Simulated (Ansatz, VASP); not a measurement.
# Cross-check of ZnS2 between VASP and Ansatz

Wanted: the spread between two codes on one cell, functional and k mesh. The cell is taken from a series of runs on this material, whose earlier steps may have relaxed, scaled, displaced or heated it; both programs get it as it stands.

Method: plane waves, with VASP 6.6.1 beside it; single point at r2SCAN, in Ansatz 0.2.0.

### Step 1. Starting point

Symmetry: Pa-3, No. 205, cubic system. The conventional cell has a = 5.945 Å, b = 5.945 Å, c = 5.945 Å, α = 90.00°, β = 90.00°, γ = 90.00°. Zn has 6 S at 2.52 Å nearest. S has 1 S at 2.06 Å and 3 Zn at 2.52 Å nearest. Farther neighbours and most contacts between anions are not listed.

### Step 2. VASP: single point, r2SCAN

With cell and atoms fixed, the geometry can't cause a difference; cores, projectors, grids and the points listed under the comparison can.

Lines of VASP's logs that name or quote its potential files are left out, and so is its time.

The input, INCAR:

```
SYSTEM = ZnS2
PREC = Accurate
ENCUT = 550
EDIFF = 1E-06
NELM = 120
ISMEAR = 0
SIGMA = 0.01
LREAL = .FALSE.
ALGO = Normal
METAGGA = R2SCAN
LASPH = .TRUE.
NBANDS = 60
LORBIT = 11
LWAVE = .FALSE.
LCHARG = .FALSE.
ISIF = 2
GGA_COMPAT = .FALSE.
EFERMI = MIDGAP
LMIXTAU = .TRUE.
KPAR = 2
```

The input, POSCAR:

```
ZnS2
1.0
    5.9454304600      0.0000000000      0.0000000000
    0.0000000000      5.9454304600      0.0000000000
    0.0000000000      0.0000000000      5.9454304600
Zn S
4 8
Direct
    0.5000000000      0.5000000000      1.0000000000
    0.5000000000      1.0000000000      0.5000000000
    1.0000000000      0.5000000000      0.5000000000
    1.0000000000      1.0000000000      1.0000000000
    0.1002463900      0.8997536100      0.3997536100
    0.8997536100      0.3997536100      0.1002463900
    0.3997536100      0.1002463900      0.8997536100
    0.6002463900      0.6002463900      0.6002463900
    0.8997536100      0.1002463900      0.6002463900
    0.1002463900      0.6002463900      0.8997536100
    0.6002463900      0.8997536100      0.1002463900
    0.3997536100      0.3997536100      0.3997536100
```

The input, KPOINTS:

```
Automatic mesh
0
Gamma
4 4 4
0 0 0
```

PAW data sets: Zn and S (PBE family, release 64).

The run is started by

```sh
> mpirun -np 2 vasp_std
```

Numbers of over 12 decimals in the logs are rounded to 6 here.

The program printed:

```text
[banner, memory and clock lines left out]
running    2 mpi-ranks, on    1 nodes
 distrk:  each k-point on    1 cores,    2 groups
 distr:  one band on    1 cores,    1 groups

 POSCAR found type information on POSCAR ZnS
 POSCAR found :  2 types and      12 ions
|                                                                             |
|               ----> ADVICE to this user running VASP <----                  |
|                                                                             |
|     You enforced a specific xc type in the INCAR file but a different       |
|     [... a line on the potential file left out ...]
|     I HOPE YOU KNOW WHAT YOU ARE DOING!                                     |
|                                                                             |

 LDA part: xc-table for (None), standard interpolation
 POSCAR, INCAR and KPOINTS ok, starting setup
 FFT: planning ... GRIDC
 FFT: planning ... GRID_SOFT
 FFT: planning ... GRID
 WAVECAR not read
 entering main loop
       N       E                     dE             d eps       ncg     rms          rms(c)
DAV:   1     0.847632277694E+03    0.84763E+03   -0.44978E+04  1320   0.196E+03
DAV:   2     0.282117710371E+02   -0.81942E+03   -0.78232E+03  1320   0.474E+02
DAV:   3    -0.115028436059E+03   -0.14324E+03   -0.13739E+03  1556   0.175E+02
DAV:   4    -0.122777539758E+03   -0.77491E+01   -0.76579E+01  1576   0.407E+01
DAV:   5    -0.122950316331E+03   -0.17278E+00   -0.17240E+00  1564   0.623E+00    0.251E+01
DAV:   6    -0.111534945385E+03    0.11415E+02   -0.59922E+00  1668   0.408E+01    0.187E+01
DAV:   7    -0.100412816046E+03    0.11122E+02   -0.43858E+00  1496   0.178E+01    0.280E+00
DAV:   8    -0.105679163162E+03   -0.52663E+01   -0.33408E+00  1380   0.110E+01    0.171E+00
DAV:   9    -0.105781462850E+03   -0.10230E+00   -0.16591E-01  1480   0.218E+00    0.138E+00
DAV:  10    -0.105796251301E+03   -0.14788E-01   -0.34363E-03  1532   0.325E-01    0.121E+00
DAV:  11    -0.105834859882E+03   -0.38609E-01   -0.55265E-02  1484   0.145E+00    0.575E-01
DAV:  12    -0.105844204953E+03   -0.93451E-02   -0.16092E-02  1420   0.653E-01    0.200E-01
DAV:  13    -0.105843413036E+03    0.79192E-03   -0.15200E-03  1408   0.199E-01    0.125E-01
DAV:  14    -0.105843462514E+03   -0.49478E-04   -0.12832E-03  1428   0.184E-01    0.779E-02
DAV:  15    -0.105844189063E+03   -0.72655E-03   -0.10175E-03  1388   0.176E-01    0.302E-02
DAV:  16    -0.105844320725E+03   -0.13166E-03   -0.18612E-04  1472   0.714E-02    0.335E-02
DAV:  17    -0.105844278833E+03    0.41892E-04   -0.17813E-05  1576   0.425E-02    0.187E-02
DAV:  18    -0.105844324294E+03   -0.45461E-04   -0.35055E-05  1384   0.343E-02    0.472E-03
DAV:  19    -0.105844325536E+03   -0.12417E-05   -0.26634E-06  1120   0.933E-03    0.449E-03
DAV:  20    -0.105844325694E+03   -0.15771E-06   -0.12192E-06   836   0.961E-03
   1 F= -.10584433E+03 E0= -.10584433E+03  d E =0.000000E+00
```

OUTCAR, selected parts (step 2):

```text
ion  position               nearest neighbor table
   1  0.500  0.500  0.000-   8 2.52  12 2.52   6 2.52  10 2.52  11 2.52   7 2.52
   2  0.500  0.000  0.500-   7 2.52  11 2.52   8 2.52   9 2.52   5 2.52  12 2.52
   3  0.000  0.500  0.500-   6 2.52  10 2.52   8 2.52   9 2.52   5 2.52  12 2.52
   4  0.000  0.000  0.000-   5 2.52   9 2.52   7 2.52   6 2.52  10 2.52  11 2.52
   5  0.100  0.900  0.400-   9 2.06   4 2.52   2 2.52   3 2.52
   6  0.900  0.400  0.100-  10 2.06   3 2.52   4 2.52   1 2.52
   7  0.400  0.100  0.900-  11 2.06   2 2.52   4 2.52   1 2.52
   8  0.600  0.600  0.600-  12 2.06   1 2.52   3 2.52   2 2.52
   9  0.900  0.100  0.600-   5 2.06   4 2.52   2 2.52   3 2.52
  10  0.100  0.600  0.900-   6 2.06   3 2.52   4 2.52   1 2.52
  11  0.600  0.900  0.100-   7 2.06   2 2.52   4 2.52   1 2.52
  12  0.400  0.400  0.400-   8 2.06   1 2.52   3 2.52   2 2.52

  LATTYP: Found a simple cubic cell.
 ALAT       =     5.9454304600

 Subroutine GETGRP returns: Found 24 space group operations
 (whereof  6 operations were pure point group operations)

The static configuration has the point symmetry S_6 .
 The point group associated with its full space group is T_h .

 Found     11 irreducible k-points:

   k-points           NKPTS =     11   k-points in BZ     NKDIM =     11   number of bands    NBANDS=     60

   dimension x,y,z NGX =    48 NGY =   48 NGZ =   48
   dimension x,y,z NGXF=    96 NGYF=   96 NGZF=   96

   ENCUT  =  550.0 eV  40.42 Ry    6.36 a.u.  11.37 11.37 11.37*2*pi/ulx,y,z

   NELECT =      96.0000    total number of electrons

 k-points in reciprocal lattice and weights: Automatic mesh
   0.00000000  0.00000000  0.00000000       0.016
   0.25000000  0.00000000  0.00000000       0.094
   0.50000000  0.00000000  0.00000000       0.047
   0.25000000  0.25000000  0.00000000       0.188
   0.50000000  0.25000000  0.00000000       0.094
  -0.25000000  0.50000000  0.00000000       0.094
   0.50000000  0.50000000  0.00000000       0.047
   0.25000000  0.25000000  0.25000000       0.125
   0.50000000  0.25000000  0.25000000       0.188
   0.50000000  0.50000000  0.25000000       0.094
   0.50000000  0.50000000  0.50000000       0.016

 average (electrostatic) potential at core
       1 -39.8367       2 -39.8367       3 -39.8367       4 -39.8367       5 -90.3807
       6 -90.3807       7 -90.3807       8 -90.3807       9 -90.3807      10 -90.3807
      11 -90.3807      12 -90.3807

 E-fermi :   5.6340

 k-point     1 :       0.0000    0.0000    0.0000
  band No.  band energies     occupation
    ...
     44       3.9998      2.00000
     45       3.9998      2.00000
     46       3.9998      2.00000
     47       4.7090      2.00000
     48       4.7090      2.00000
     49       6.7750      0.00000
     50       7.6396      0.00000
     51       7.9683      0.00000
     52       7.9683      0.00000
     53       7.9683      0.00000
    ...

 k-point     2 :       0.2500    0.0000    0.0000
  band No.  band energies     occupation
    ...
     44       3.6802      2.00000
     45       3.7396      2.00000
     46       3.7830      2.00000
     47       4.2003      2.00000
     48       4.6643      2.00000
     49       6.9800      0.00000
     50       6.9997      0.00000
     51       7.5475      0.00000
     52       7.6396      0.00000
     53       8.3733      0.00000
    ...

 k-point     3 :       0.5000    0.0000    0.0000
  band No.  band energies     occupation
    ...
     44       2.7697      2.00000
     45       2.8903      2.00000
     46       2.8903      2.00000
     47       4.4934      2.00000
     48       4.4934      2.00000
     49       7.0646      0.00000
     50       7.0646      0.00000
     51       7.0692      0.00000
     52       7.0692      0.00000
     53       8.6629      0.00000
    ...

  Total        0.1960584      0.1960584      0.1960584     -0.0000000     -0.0000000     -0.0000000
  in kB        1.4946729      1.4946729      1.4946729     -0.0000000     -0.0000000     -0.0000000
  external PRESSURE =       1.4946729 kB  Pullay stress =       0.0000000 kB

  energy-cutoff  :      550.00
  volume of cell :      210.16
      direct lattice vectors                 reciprocal lattice vectors
     5.945430460  0.000000000  0.000000000     0.168196400  0.000000000  0.000000000
     0.000000000  5.945430460  0.000000000     0.000000000  0.168196400  0.000000000
     0.000000000  0.000000000  5.945430460     0.000000000  0.000000000  0.168196400

 POSITION                                       TOTAL-FORCE (eV/Angst)
 -----------------------------------------------------------------------------------
      2.97272      2.97272      0.00000         0.000000      0.000000      0.000000
      2.97272      0.00000      2.97272         0.000000      0.000000      0.000000
      0.00000      2.97272      2.97272         0.000000      0.000000      0.000000
      0.00000      0.00000      0.00000         0.000000      0.000000      0.000000
      0.59601      5.34942      2.37671        -0.002815      0.002815      0.002815
      5.34942      2.37671      0.59601         0.002815      0.002815     -0.002815
      2.37671      0.59601      5.34942         0.002815     -0.002815      0.002815
      3.56872      3.56872      3.56872        -0.002815     -0.002815     -0.002815
      5.34942      0.59601      3.56872         0.002815     -0.002815     -0.002815
      0.59601      3.56872      5.34942        -0.002815     -0.002815      0.002815
      3.56872      5.34942      0.59601        -0.002815      0.002815     -0.002815
      2.37671      2.37671      2.37671         0.002815      0.002815      0.002815
 -----------------------------------------------------------------------------------
    total drift:                               -0.000000      0.000000     -0.000000

  FREE ENERGIE OF THE ION-ELECTRON SYSTEM (eV)
  ---------------------------------------------------
  free  energy   TOTEN  =      -105.8443256937 eV

  energy  without entropy=     -105.8443256937  energy(sigma->0) =     -105.84432569

 total charge
# of ion       s       p       d       tot
------------------------------------------
    1        0.444   0.390   9.836  10.670
    2        0.444   0.390   9.836  10.670
    3        0.444   0.390   9.836  10.670
    4        0.444   0.390   9.836  10.670
    5        1.334   2.365   0.000   3.699
    6        1.334   2.365   0.000   3.699
    7        1.334   2.365   0.000   3.699
    8        1.334   2.365   0.000   3.699
    9        1.334   2.365   0.000   3.699
   10        1.334   2.365   0.000   3.699
   11        1.334   2.365   0.000   3.699
   12        1.334   2.365   0.000   3.699
--------------------------------------------------
tot         12.452  20.477  39.344  72.273

[... 3 further parts left out ...]
```

The run ends at a pressure of 0.15 GPa, with forces up to 0.0049 eV/Å.

### Step 3. Ansatz: single point, r2SCAN

Ansatz runs on its default PAW (the set named soft_2) files.

The same cell, functional and mesh now go to Ansatz, which takes its cutoff from its data sets.

The input, input.yaml:

```yaml
crystal:
  lattice:
    - [5.94543046, 0.0, 0.0]
    - [0.0, 5.94543046, 0.0]
    - [0.0, 0.0, 5.94543046]
  atoms:
    - { symbol: Zn, position: [0.5, 0.5, 0.0] }
    - { symbol: Zn, position: [0.5, 0.0, 0.5] }
    - { symbol: Zn, position: [0.0, 0.5, 0.5] }
    - { symbol: Zn, position: [0.0, 0.0, 0.0] }
    - { symbol: S, position: [0.10024639, 0.89975361, 0.39975361] }
    - { symbol: S, position: [0.89975361, 0.39975361, 0.10024639] }
    - { symbol: S, position: [0.39975361, 0.10024639, 0.89975361] }
    - { symbol: S, position: [0.60024639, 0.60024639, 0.60024639] }
    - { symbol: S, position: [0.89975361, 0.10024639, 0.60024639] }
    - { symbol: S, position: [0.10024639, 0.60024639, 0.89975361] }
    - { symbol: S, position: [0.60024639, 0.89975361, 0.10024639] }
    - { symbol: S, position: [0.39975361, 0.39975361, 0.39975361] }
kpoints:
  mp_grid: { grid: [4, 4, 4] }
  band_path:
    path:
      - [0.0, 0.0, 0.0]
      - [0.0, 0.5, 0.0]
      - [0.5, 0.5, 0.0]
      - [0.5, 0.5, 0.5]
      - [0.5, 0.0, 0.0]
      - [0.2, 0.2, 0.2]
    npoints: 1
hamiltonian:
  xc: r2scan
scf:
  occupations: { method: fixed }
  n_extra_bands: 8
output:
  eigenvalues: true
  forces: true
  stress: true
```

The run is started by

```sh
> ansatz run input.yaml --threads 24 --pin off --max-ram 82944MiB --backend cuda --events-out ev --progress --plain --runs-dir out --devices 1 --max-vram 78GiB
```

The program printed:

```text
scf.n_extra_bands = 8 over 48 filled bands (N_el = 96.0): the run solves 56 bands
GPUs: using 1 of 1 available (devices: 1).
Engine: ansatz 0.2.0, aarch64-unknown-linux-gnu
Pseudopotentials: kind: paw
Pseudopotential: Zn, paw, valence charge 12, recommended cutoff 500 eV (meta_gga), Zn.paw.azcp
Pseudopotential: S, paw, valence charge 6, recommended cutoff 500 eV (meta_gga), S.paw.azcp
Functional definition: r2SCAN
  parameter k0 = 0.174
  parameter k1 = 0.065
  parameter a1 = 4.9479
  exchange = r2scan_x(k0 = k0, k1 = k1, a1 = a1)
  correlation = r2scan_c
device memory: the entry about to start is reckoned to put 10.7 GiB on a device that reports 182.4 GiB free (of which the cap on the GPU budget leaves the run 78.0 GiB)
GPU FFT provider: cuFFT
GPU libraries: cuBLAS 13.8.1, cuFFT 12.4.0, cuSOLVER 12.3.2
GPU matrix products: emulated (plane waves: as basis.precision tells), large ones in fixed point in workspaces of 1.00 GiB
Crystal: 12 atoms, lattice volume = 210.160 Å³
Basis set: ecut = 500 eV, 5377 PW (Γ), exchange–correlation on 180×180×180 points (64 copies of the dense FFT grid, shifted against one another)
Bands: 56, of which v1, the nominal top of the filled ones, is band 48 counted from 1 (47 counted from 0)
Symmetry: 24 space group operations
Space group: Pa-3 (ITA 205), of the structure as read, at distance tolerance 5.9e-5 Å
k-points: 11 of 64
Non-local potential: Zn, projectors of the file, l = 0: 2, l = 1: 2, l = 2: 3, l = 3: 1
Non-local potential: S, projectors of the file, l = 0: 2, l = 1: 2, l = 2: 2
PAW form: soft (Blöchl's): semilocal exchange-correlation on the pseudo side does not see the compensation charge
PAW frozen core: Zn, regenerated for the run's functional (the file was generated under x = pbe(κ = 0.804, μ = 0.219515), c = pbe(β = 0.066725))
PAW frozen core: S, regenerated for the run's functional (the file was generated under x = pbe(κ = 0.804, μ = 0.219515), c = pbe(β = 0.066725))
PAW one-centre angular grid: Zn, 590 points (default); XC on 261 of its mesh's 2673 points in the sphere
PAW one-centre angular grid: S, 302 points (default); XC on 160 Gauss nodes
Initial density: superposition of atomic densities (neutral atoms: chi_scale 0, normalization atom), corrected by the library's trained network
Initial wavefunctions: pseudopotential atomic-orbital guess
GPU buffer pool allocated for 91125 grid points (all kernels)
GPU transforms: local potential and band sums: pruned to the plane-wave sphere, on 45×45×45
Functional: x = r2scan, c = r2scan; τ floored in thin density (d = 2e-4 eV/Å³)
SCF iter   1: F=—  HF=-20555.302608 eV  |F-HF|=—  |Δ(HF+E_count)|=         —  Δρ=1.46e-2  dr2=2.23e-1  dr2_τ=7.62e-2  ethr=1.77e-3  ⟨swp⟩=4.3  Hψ=2293  notcnv=0  defer=58
preconditioner: auto → Resta (q_TF=auto, 2.394 Å⁻¹)  ε∞=7.1  [insulator: Δε(μ)=1.812 eV  Ē_g=10.135 eV  n_scr=56 (ndim 8)  ℏωp=25.1 eV  f_vac=0.000  ε∞_Penn≈7.1]
SCF iter   2: F=—  HF=-20555.338777 eV  |F-HF|=—  |Δ(HF+E_count)|=   3.62e-2  Δρ=3.51e-3  dr2=1.42e-2  dr2_τ=1.37e-3  ethr=2.32e-4  ⟨swp⟩=2.0  Hψ=1188  notcnv=0  defer=55
SCF iter   3: F=—  HF=-20555.332411 eV  |F-HF|=—  |Δ(HF+E_count)|=   6.37e-3  Δρ=3.55e-3  dr2=1.24e-2  dr2_τ=1.29e-4  ethr=1.48e-5  ⟨swp⟩=2.0  Hψ=1045  notcnv=0  defer=58
SCF iter   4: F=—  HF=-20555.331876 eV  |F-HF|=—  |Δ(HF+E_count)|=   5.35e-4  Δρ=1.32e-3  dr2=1.82e-3  dr2_τ=3.07e-5  ethr=1.29e-5  ⟨swp⟩=2.0  Hψ=602  notcnv=0  defer=57
SCF iter   5: F=—  HF=-20555.332079 eV  |F-HF|=—  |Δ(HF+E_count)|=   2.03e-4  Δρ=3.27e-4  dr2=1.25e-4  dr2_τ=2.36e-6  ethr=1.89e-6  ⟨swp⟩=1.9  Hψ=905  notcnv=0  defer=42
SCF iter   6: F=—  HF=-20555.332126 eV  |F-HF|=—  |Δ(HF+E_count)|=   4.72e-5  Δρ=6.30e-5  dr2=4.48e-6  dr2_τ=4.12e-8  ethr=1.30e-7  ⟨swp⟩=1.2  Hψ=619  notcnv=0  defer=41
SCF iter   7: F=—  HF=-20555.332175 eV  |F-HF|=—  |Δ(HF+E_count)|=   4.84e-5  Δρ=5.03e-6  dr2=6.36e-8  dr2_τ=2.40e-9  ethr=1.04e-10  ⟨swp⟩=10.4  Hψ=3768  notcnv=0
SCF iter   8: F=-20555.332175 eV  HF=-20555.332175 eV  |F-HF|=9.57e-10  |Δ(HF+E_count)|=   8.47e-9  Δρ=1.14e-6  dr2=2.49e-9  dr2_τ=7.02e-11  ethr=6.62e-11  ⟨swp⟩=2.1  Hψ=2230  notcnv=0
SCF 1 converged in 8 iterations: F = -20555.332175 eV  dr2 = 2.49e-9
  greatest PAW one-centre occupation: 0.988 electrons in one spin orbital (limit 2), on the Zn atom at site 2 (counted from 0), in its partial waves of l = 2
device memory: the entry about to start is reckoned to put 4.5 GiB on a device that reports 182.5 GiB free (of which the cap on the GPU budget leaves the run 78.0 GiB)
NSCF: frozen V_eff on 6 k-points
SCF converged after 8 iterations
Free energy (F): -20555.332175 eV
Harris-Foulkes:  -20555.332175 eV  (|F-HF|=9.57e-10)
Internal energy: -20555.332175 eV  (E = F + TS)
E sigma→0 (E₀):  -20555.332175 eV
Fermi energy:    7.947224 eV
--- Per-component energies (eV) ---
  E_band       = 106.198473
  E_kinetic    = 1377.555874
  E_local      = -8189.232864  (includes V_loc(G=0)·N_el)
  E_nonlocal   = 2710.274094
  E_hartree    = 3414.631293
  E_xc         = -1227.062378
  E_vxc        = -966.230886  (∫ρ·V_xc dr)
  E_paw        = -12287.369189  (= ΣΔE_a)
  E_vpaw       = -1701.632839  (= ΣTr[D̂ρ^β])
  E_aug_tail   = -0.000140  (compensation charges beyond the density's cutoff)
  E_vtau       = 46.199031  (kinetic-family band-sum trace: ∫τ·v_τ [+ j·A + Jᵃ·Aᵃ] dr)
  E_ewald      = -6352.520257
  E_core_change = -1.608609  (= ΣΔE_core)
  E_smearing   = -0.000000  (= −TS)
  E_closure    = -0.000000  (closes the sum)
  Σ components = -20555.332175   (vs F -20555.332175, Δ=0.00e0)
--- Forces (eV/Å), atoms counted from 1 ---
  atom   1  Zn     0.00000000    -0.00000000     0.00000000
  atom   2  Zn     0.00000000    -0.00000000    -0.00000000
  atom   3  Zn     0.00000000    -0.00000000     0.00000000
  atom   4  Zn     0.00000000    -0.00000000     0.00000000
  atom   5  S      0.06167176    -0.06167176    -0.06167176
  atom   6  S     -0.06167176    -0.06167176     0.06167176
  atom   7  S     -0.06167176     0.06167176    -0.06167176
  atom   8  S      0.06167176     0.06167176     0.06167176
  atom   9  S     -0.06167176     0.06167176     0.06167176
  atom  10  S      0.06167176     0.06167176    -0.06167176
  atom  11  S      0.06167176    -0.06167176     0.06167176
  atom  12  S     -0.06167176    -0.06167176    -0.06167176
  max |Σ_I F_I| component: 4.16e-17 eV/Å
--- Stress (GPa, compression-positive) ---
        0.288600       0.000000       0.000000
        0.000000       0.288600       0.000000
        0.000000       0.000000       0.288600
  P = ⅓ Tr σ = 0.2886 GPa (2.886 kbar)
--- Band table (eV; the first three rows and the last of 11) ---
  k-point 0: bands = [... 44 lower, 7.2369, 7.2369, 7.9472, 7.9472, 9.9837, 10.8894, 11.1719, 11.1719, ... 4 higher]
  k-point 1: bands = [... 44 lower, 6.9757, 7.0187, 7.4364, 7.9017, 10.2052, 10.2084, 10.7554, 10.8458, ... 4 higher]
  k-point 2: bands = [... 44 lower, 6.1245, 6.1245, 7.7293, 7.7293, 10.2744, 10.2744, 10.2816, 10.2816, ... 4 higher]
  k-point 10: bands = [... 44 lower, 5.5796, 5.5796, 5.5796, 5.5796, 10.3097, 10.3097, 10.3097, 10.3097, ... 4 higher]
```

In the SCF lines HF is the Harris–Foulkes energy and dr2 the Hartree energy of the density residual, in eV; the loop may stop once dr2 is under the threshold and the program's other checks hold. Hψ counts applications of the Hamiltonian.

### Step 4. Differences

Known differences besides the potentials themselves: VASP keeps PBE cores, Ansatz makes them for the functional; fixed occupations in Ansatz, narrow Gaussian smearing in VASP; the cutoff is 500 eV in Ansatz and 550 eV in VASP. Total energies have different zeros and are not compared.

The two programs side by side:

```
              quantity  Ansatz   VASP  difference
        pressure (GPa)    0.29   0.15       +0.14
gap on the k mesh (eV)   1.829  1.850      -0.021
```

At this near-relaxed geometry the largest component of a force difference is 64 meV/Å. A gap on the mesh is an upper bound, since the band edges may lie between its points.

### Step 5. Results

| Property | Result |
| --- | --- |
| r.m.s. force difference (single point, r2SCAN) | 53 meV/Å |

What this shows: The r.m.s. force difference is 53 meV/Å (single point, r2SCAN), beyond the 12 meV/Å picked in this series as the mark of a large difference. What causes the difference of the single point, r2SCAN pair stays open here. Such differences can come from data sets, numerical settings and the points named under the comparisons, not from the functional's error against experiment.

[Lines on the potential files, build, host, timing and source positions are cut from VASP's logs without a mark.]

[Logs are printed without paths, hosts, clocks, repeated set-up lines and the standing remarks that a program may print on its own settings, such as how far it seeks lower states.]

[Hosts, paths, dates, database ids (printed as entryN), source tags and the programs' standing remarks are cut or masked in the printed files.]
